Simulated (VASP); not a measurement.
Level of theory: PBE GGA with D3 dispersion (zero damping), VASP's PBE PAW potentials (set 64) (plane waves; VASP).

The input files of a VASP run:

KPOINTS:
```
Automatic mesh
0
Gamma
 13 13 13
0 0 0
```

### INCAR
```
# general
SYSTEM  = ZrC
PREC    = Accurate
ENCUT   = 520
LREAL   = .False.
LASPH   = .True.

# electronic loop
EDIFF   = 1E-7
NELM    = 100
ALGO    = Normal
LMAXMIX = 4

# smearing
ISMEAR  = 1
SIGMA   = 0.1

# functional
GGA     = PE
IVDW    = 11

# ions
ISIF    = 2

# output
LWAVE   = .False.
LCHARG  = .False.
```

File POSCAR:
```
ZrC
1.0
  0.0000000000   2.3406989606   2.3406989606
  2.3406989606   0.0000000000   2.3406989606
  2.3406989606   2.3406989606   0.0000000000
Zr C
1 1
direct
  0.0000000000   0.0000000000   0.0000000000
  0.5000000000   0.5000000000   0.5000000000
```

POTCAR, in this order: Zr_sv C (PBE.64 set). Program: vasp_std.

Output of the run:

**OSZICAR**
```
       N       E                     dE             d eps       ncg     rms          rms(c)
DAV:   1     0.111641786175E+03    0.11164E+03   -0.89735E+03  2016   0.134E+03
DAV:   2    -0.170351934571E+02   -0.12868E+03   -0.12129E+03  2328   0.336E+02
DAV:   3    -0.226818334552E+02   -0.56466E+01   -0.55386E+01  2964   0.636E+01
DAV:   4    -0.229023915803E+02   -0.22056E+00   -0.22039E+00  2584   0.120E+01
DAV:   5    -0.229086085508E+02   -0.62170E-02   -0.62167E-02  2908   0.165E+00    0.217E+01
DAV:   6    -0.195885436497E+02    0.33201E+01   -0.16397E+01  2272   0.284E+01    0.835E+00
DAV:   7    -0.194651787360E+02    0.12336E+00   -0.73743E-01  2364   0.696E+00    0.608E+00
DAV:   8    -0.194589889488E+02    0.61898E-02   -0.13508E-01  2192   0.349E+00    0.145E+00
DAV:   9    -0.194548270900E+02    0.41619E-02   -0.30082E-02  2464   0.117E+00    0.459E-01
DAV:  10    -0.194551887776E+02   -0.36169E-03   -0.20171E-03  2348   0.573E-01    0.347E-01
DAV:  11    -0.194549997600E+02    0.18902E-03   -0.69604E-04  2236   0.207E-01    0.175E-02
DAV:  12    -0.194549982484E+02    0.15116E-05   -0.11824E-05  2956   0.377E-02    0.119E-02
DAV:  13    -0.194549978436E+02    0.40487E-06   -0.44300E-07  2324   0.620E-03    0.114E-03
DAV:  14    -0.194549978496E+02   -0.60791E-08   -0.18058E-08  1236   0.116E-03
   1 F= -.20030193E+02 E0= -.20030129E+02  d E =-.190976E-03
```

### OUTCAR
```
------------------------ aborting loop because EDIFF is reached ----------------------------------------
 Edisp (eV)   -0.57520
  FORCE on cell =-STRESS in cart. coord.  units (eV):
  Direction    XX          YY          ZZ          XY          YZ          ZX
  --------------------------------------------------------------------------------------
  Total      -0.00644    -0.00644    -0.00644     0.00000     0.00000    -0.00000
  in kB      -0.40249    -0.40249    -0.40249     0.00000     0.00000    -0.00000
  external pressure =       -0.40 kB  Pullay stress =        0.00 kB
  volume of cell :       25.65
      direct lattice vectors                 reciprocal lattice vectors
     0.000000000  2.340698961  2.340698961    -0.213611408  0.213611408  0.213611408
     2.340698961  0.000000000  2.340698961     0.213611408 -0.213611408  0.213611408
     2.340698961  2.340698961  0.000000000     0.213611408  0.213611408 -0.213611408
 POSITION                                       TOTAL-FORCE (eV/Angst)
 -----------------------------------------------------------------------------------
      0.00000      0.00000      0.00000        -0.000000      0.000000     -0.000000
      2.34070      2.34070      2.34070         0.000000     -0.000000      0.000000
 -----------------------------------------------------------------------------------
    total drift:                                0.000000      0.000000      0.000000
  FREE ENERGIE OF THE ION-ELECTRON SYSTEM (eV)
  ---------------------------------------------------
  free  energy   TOTEN  =       -20.0301929575 eV

  energy  without entropy=      -20.0300019816  energy(sigma->0) =      -20.03012930
```
(Selected blocks of OUTCAR.)

The compound is ZrC in the rock salt structure. It was relaxed first.
